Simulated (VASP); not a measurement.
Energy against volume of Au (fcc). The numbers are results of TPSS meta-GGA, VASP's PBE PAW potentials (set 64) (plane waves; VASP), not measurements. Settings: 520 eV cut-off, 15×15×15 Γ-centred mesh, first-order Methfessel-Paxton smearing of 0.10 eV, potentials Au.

| V (Å³/atom) | E (eV/atom) |
|---|---|
| 16.395 | -3.49807 |
| 16.918 | -3.52668 |
| 17.441 | -3.53577 |
| 17.964 | -3.52874 |

Task: Fit these four points and predict the energy of the run at 18.488 Å³/atom.

Result: A cubic in V^(−2/3), the third-order Birch-Murnaghan form, passes through the four points with V0 = 17.46 Å³/atom and B0 = 163 GPa, and gives -3.5084 eV/atom there. The run gave -3.5086 eV/atom, -0.2 meV/atom from the fit; all five points give B0 = 163 GPa.

The compound is Au in the fcc structure. It was relaxed first.
